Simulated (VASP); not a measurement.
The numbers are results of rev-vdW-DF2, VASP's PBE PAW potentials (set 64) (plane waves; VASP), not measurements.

VASP input:

INCAR:
```
! general
SYSTEM    =  TiCo
PREC      =  Accurate
ENCUT     =  520
LREAL     =  .False.   ! projection in real space or not
LASPH     =  .True.

! electronic loop
EDIFF     =  1E-7
NELM      =  100   ! most electronic steps
ALGO      =  Normal   ! blocked Davidson
LMAXMIX   =  4

! smearing
ISMEAR    =  -5

! functional
GGA       =  MK
LUSE_VDW  =  .True.
AGGAC     =  0.0
PARAM1    =  0.1234568
PARAM2    =  0.7114
ZAB_VDW   =  -1.8867

! ions
ISIF      =  2   ! forces and stress, cell fixed

! output
LWAVE     =  .False.
LCHARG    =  .True.
LORBIT    =  11
NEDOS     =  601
```

File KPOINTS:
```
Regular mesh
0
Gamma
 14 14 14
0 0 0
```

POSCAR:
```
TiCo
5.8973760
  0.5000000166   0.0000000000   0.0000000000
  0.0000000000   0.5000000166   0.0000000000
  0.0000000000   0.0000000000   0.5000000166
Ti Co
1 1
Cartesian
  0.0000000000   0.0000000000   0.0000000000
  0.2500000083   0.2500000083   0.2500000083
```

POTCAR, in this order: Ti_sv Co (PBE.64 set). Program: vasp_std.

Output of the run:

OSZICAR:
```
       N       E                     dE             d eps       ncg     rms          rms(c)
DAV:   1     0.157282689428E+03    0.15728E+03   -0.10499E+04  3360   0.189E+03
DAV:   2    -0.382941266111E+01   -0.16111E+03   -0.15862E+03  3402   0.412E+02
DAV:   3    -0.130037062477E+02   -0.91743E+01   -0.91096E+01  5492   0.108E+02
DAV:   4    -0.132421824427E+02   -0.23848E+00   -0.23716E+00  4076   0.143E+01
DAV:   5    -0.132515727387E+02   -0.93903E-02   -0.93899E-02  4984   0.260E+00    0.134E+01
DAV:   6    -0.112854711657E+02    0.19661E+01   -0.11870E+01  4322   0.527E+01    0.535E+00
DAV:   7    -0.139523118985E+02   -0.26668E+01   -0.25826E+01  5502   0.483E+01    0.233E+01
DAV:   8    -0.109966496885E+02    0.29557E+01   -0.16642E+01  5044   0.398E+01    0.187E+00
DAV:   9    -0.110291407746E+02   -0.32491E-01   -0.22048E-01  4144   0.459E+00    0.178E+00
DAV:  10    -0.110141827992E+02    0.14958E-01   -0.71179E-02  5052   0.342E+00    0.515E-01
DAV:  11    -0.110127753663E+02    0.14074E-02   -0.41252E-03  4388   0.694E-01    0.331E-01
DAV:  12    -0.110119752423E+02    0.80012E-03   -0.31727E-03  4754   0.517E-01    0.659E-02
DAV:  13    -0.110119515046E+02    0.23738E-04   -0.18354E-04  4256   0.131E-01    0.358E-02
DAV:  14    -0.110119531035E+02   -0.15990E-05   -0.84433E-05  4958   0.770E-02    0.174E-02
DAV:  15    -0.110119543244E+02   -0.12209E-05   -0.23383E-05  4132   0.556E-02    0.788E-03
DAV:  16    -0.110119533945E+02    0.92989E-06   -0.93064E-07  4246   0.138E-02    0.463E-03
DAV:  17    -0.110119530156E+02    0.37889E-06   -0.44772E-07  3336   0.840E-03    0.124E-03
DAV:  18    -0.110119530035E+02    0.12105E-07   -0.23104E-08  1812   0.148E-03
   1 F= -.11011953E+02 E0= -.11011953E+02  d E =0.000000E+00
```

**OUTCAR**
```
------------------------ aborting loop because EDIFF is reached ----------------------------------------
  FORCE on cell =-STRESS in cart. coord.  units (eV):
  Direction    XX          YY          ZZ          XY          YZ          ZX
  --------------------------------------------------------------------------------------
  Total       -0.0292642     -0.0292642     -0.0292642      0.0000000      0.0000000     -0.0000000
  in kB       -1.8287758     -1.8287758     -1.8287758      0.0000000      0.0000000     -0.0000000
  external PRESSURE =      -1.8287758 kB  Pullay stress =       0.0000000 kB
  volume of cell :       25.64
      direct lattice vectors                 reciprocal lattice vectors
     2.948688098  0.000000000  0.000000000     0.339133868  0.000000000  0.000000000
     0.000000000  2.948688098  0.000000000     0.000000000  0.339133868  0.000000000
     0.000000000  0.000000000  2.948688098     0.000000000  0.000000000  0.339133868
 POSITION                                       TOTAL-FORCE (eV/Angst)
 -----------------------------------------------------------------------------------
      0.00000      0.00000      0.00000         0.000000      0.000000      0.000000
      1.47434      1.47434      1.47434         0.000000      0.000000      0.000000
 -----------------------------------------------------------------------------------
    total drift:                                0.000000      0.000000     -0.000000
  FREE ENERGIE OF THE ION-ELECTRON SYSTEM (eV)
  ---------------------------------------------------
  free  energy   TOTEN  =       -11.0119530035 eV

  energy  without entropy=      -11.0119530035  energy(sigma->0) =      -11.01195300

 total charge

# of ion       s       p       d       tot
------------------------------------------
    1        2.254   6.189   1.909  10.351
    2        0.536   0.460   7.386   8.382
--------------------------------------------------
tot          2.790   6.648   9.295  18.734
```
(Selected blocks of OUTCAR.)

OUTCAR:
```
 val. band max:       10.2816291726   @ k =   0.4286   0.2857   0.2143

 cond. band min:      10.2713255725   @ k =   0.4286   0.4286   0.2143


 Fermi energy:        10.2975622180

 k-point     1 :       0.0000    0.0000    0.0000
  band No.  band energies     occupation
      1     -46.6745      2.00000
      2     -22.8769      2.00000
      3     -22.8769      2.00000
      4     -22.8769      2.00000
      5       2.5386      2.00000
      6       6.3546      2.00000
      7       6.3546      2.00000
      8       8.7568      2.00000
      9       8.7568      2.00000
     10       8.7568      2.00000
     11      11.0804      0.00000
     12      11.0804      0.00000
     13      13.0870      0.00000
     14      13.0870      0.00000

 k-point     2 :       0.0714    0.0000    0.0000
  band No.  band energies     occupation
      1     -46.6726      2.00000
      2     -22.8942      2.00000
      3     -22.8757      2.00000
      4     -22.8757      2.00000
      5       2.6433      2.00000
      6       6.4019      2.00000
      7       6.4050      2.00000
      8       8.7497      2.00000
      9       8.7497      2.00000
     10       8.7762      2.00000
     11      11.0252      0.00000
     12      11.1023      0.00000
     13      12.9399      0.00000
     14      12.9399      0.00000

 k-point     3 :       0.1429    0.0000    0.0000
  band No.  band energies     occupation
      1     -46.6674      2.00000
      2     -22.9426      2.00000
      3     -22.8722      2.00000
      4     -22.8722      2.00000
      5       2.9514      2.00000
      6       6.5412      2.00000
      7       6.5433      2.00000
      8       8.7312      2.00000
      9       8.7312      2.00000
     10       8.8316      2.00000
     11      10.8632      0.00000
     12      11.1556      0.00000
     13      12.5655      0.00000
     14      12.5655      0.00000

 k-point     4 :       0.2143    0.0000    0.0000
  band No.  band energies     occupation
...
```

For a metal the tetrahedron method with Blöchl corrections gives inexact stress and forces.

The compound is TiCo in the CsCl type structure. It was relaxed first. The run is not spin-polarised, so no magnetic state was tried. The electron count is odd and the run is not spin-polarised, which forces a metal.
